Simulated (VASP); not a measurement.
VASP input:

**KPOINTS**
```
Automatic mesh
0
Gamma
7 7 7
0 0 0
```

### POSCAR
```
CuI
1
    0.0000000000     3.0250000000     3.0250000000
    3.0250000000     0.0000000000     3.0250000000
    3.0250000000     3.0250000000     0.0000000000
Cu I
1 1
Direct
  0.0000000000   0.0000000000   0.0000000000
  0.2500000000   0.2500000000   0.2500000000
```

**INCAR**
```
SYSTEM = CuI
PREC = Accurate
ENCUT = 400
EDIFF = 1E-6
NELM = 100
ALGO = Normal
LREAL = .FALSE.
LASPH = .TRUE.
ISMEAR = 0
SIGMA = 0.05
GGA = PE
LMAXMIX = 4
LWAVE = .FALSE.
LCHARG = .FALSE.
ISIF = 2
LDAU = .TRUE.
LDAUTYPE = 2
LDAUL = 2 -1
LDAUU = 1.0 0
LDAUJ = 0 0
LDAUPRINT = 1
LORBIT = 10
```

POTCAR, in this order: Cu I (PBE.64 set). Program: vasp_std.

Question: Write an equivalent input for Quantum ESPRESSO's pw.x.

Answer: One equivalent input (not run):
```
&CONTROL
  calculation = 'scf'
  pseudo_dir = './pseudo'
  outdir = './out'
  tprnfor = .true.
  tstress = .true.
/
&SYSTEM
  ibrav = 0
  nat = 2
  ntyp = 2
  ecutwfc = 92
  occupations = 'smearing'
  smearing = 'gaussian'
  degauss = 0.003675
  input_dft = 'pbe'
/
&ELECTRONS
  conv_thr = 7.3e-08
  electron_maxstep = 100
/
ATOMIC_SPECIES
  Cu 63.546 Cu.upf
  I 126.904 I.upf
CELL_PARAMETERS angstrom
     0.0000000    3.0250000    3.0250000
     3.0250000    0.0000000    3.0250000
     3.0250000    3.0250000    0.0000000
ATOMIC_POSITIONS crystal
  Cu   0.0000000  0.0000000  0.0000000
  I    0.2500000  0.2500000  0.2500000
K_POINTS automatic
  7 7 7 0 0 0
HUBBARD {ortho-atomic}
U Cu-3d 1
```
Limits of the translation: the potentials are each code's own (VASP's PAW set, PseudoDojo norm-conserving files in pw.x), so ENCUT and ecutwfc are chosen apart and not converted; conv_thr bounds pw.x's estimated SCF error, while EDIFF bounds the energy change between steps; the +U projectors differ (PAW spheres against orthogonalised atomic orbitals), so the same U acts differently.

The compound is CuI in the zinc blende structure. The cell was not relaxed at this level. The run is one of a series of settings (LDAU = .TRUE., LDAUJ = 0 0, LDAUL = 2 -1, LDAUTYPE = 2, LDAUU = 1.0 0 against the base run), some of them coarse on purpose.
